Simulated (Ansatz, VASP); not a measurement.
# One calculation of Sr2Br, two programs

```
Sr Br
1.0
     5.71736    0.00000    0.00000
    -2.85868    4.95138    0.00000
     0.00000    0.00000    4.07802
Sr Br
2 1
Direct
  0.33333 0.66667 0.00000
  0.66667 0.33333 0.00000
  0.00000 0.00000 0.00000
```

Alike in both runs: task single point; functional PBE; k mesh 6 × 6 × 4; occupations gaussian, width 0.1 eV; no spin polarisation.

|  | VASP | Ansatz |
| --- | --- | --- |
| version | VASP 6.6.1 | Ansatz 0.2.0 |
| potentials or method | VASP PAW PBE potentials, release 64 (Sr_sv, Br) | scalar-relativistic, plane waves, PAW |
| plane-wave cutoff (eV) | 520 | 420 |
| valence electrons in the cell | 27 | 27 |

|  | VASP | Ansatz | Ansatz less VASP |
| --- | --- | --- | --- |
| gap on the k mesh at the Fermi level (eV) | none | none | - |
| pressure (GPa) | 3.4 | 3.3 | -0.06 |
| largest component of the traceless stress (GPa) | 4.94 | 4.90 | -0.046 |

A gap of «none» marks a metal or a gap that the smearing closes.

Caveats: the k mesh is coarse (spacing up to 0.39 Å⁻¹), so the values aren't converged; an odd number of electrons without spin polarisation forces a metal; a magnetic or distorted state may lie lower.
